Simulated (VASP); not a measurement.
Crystal: InSbO2.

```xyz
8
Lattice="3.8500 0.0000 0.0000 0.0000 3.8500 0.0000 0.0000 0.0000 9.5000" Properties=species:S:1:pos:R:3 pbc="T T T"
In    0.0000    1.9250    8.4550
In    1.9250    0.0000    1.0450
Sb    1.9250    0.0000    6.1275
Sb    0.0000    1.9250    3.3725
O     1.9250    1.9250    7.1250
O     0.0000    0.0000    7.1250
O     0.0000    0.0000    2.3750
O     1.9250    1.9250    2.3750
```

The cell was built by a generator and needn't be a form met in nature.

| Quantity | Value |
| --- | --- |
| Program | VASP 6.6.1 |
| Task | relaxation of cell and atoms |
| Functional | PBE |
| Potentials or basis | VASP PAW PBE potentials, release 64 (In_d, Sb, O) |
| Cutoff | 520 eV |
| k mesh | 4 × 4 × 2 |
| Occupations | gaussian, width 0.15 eV |
| Spin | no spin polarisation |

At the start: pressure -0.2 GPa; volume 17.60 Å³/atom.

Task: Where does the relaxation end?

Result: Over 8 steps the energy falls by 40.5 meV/atom and the volume is 17.66 Å³/atom (+0.3 %); space group P4/nmm (No. 129, to 0.05 Å).

Step by step:
```
step  energy change (eV)  largest force (eV/Å)  pressure (GPa)  volume (Å³)
   1              0.0000                1.0681           -0.22       140.81
   2             -0.1882                0.8404            0.47       140.32
   3             -0.0133                1.6668            3.59       138.80
   4             -0.3069                0.4494            0.89       139.84
   5             -0.3123                0.3910            1.13       139.63
   6             -0.3141                0.3044            1.57       139.70
   7             -0.2973                0.3572           -2.06       143.91
   8             -0.3242                0.0719           -0.03       141.25
```

Final structure:
```yaml
crystal:
  lattice:
    - [3.82949, 0.00000, 0.00000]
    - [0.00000, 3.82949, 0.00000]
    - [0.00000, 0.00000, 9.63195]
  atoms:
    - { symbol: In, position: [0.00000, 0.50000, 0.90349] }
    - { symbol: In, position: [0.50000, 0.00000, 0.09651] }
    - { symbol: Sb, position: [0.50000, 0.00000, 0.64817] }
    - { symbol: Sb, position: [0.00000, 0.50000, 0.35183] }
    - { symbol: O, position: [0.50000, 0.50000, 0.74202] }
    - { symbol: O, position: [0.00000, 0.00000, 0.74202] }
    - { symbol: O, position: [0.00000, 0.00000, 0.25798] }
    - { symbol: O, position: [0.50000, 0.50000, 0.25798] }
```

Caveat: the k mesh is coarse (spacing up to 0.41 Å⁻¹), so the values aren't converged.
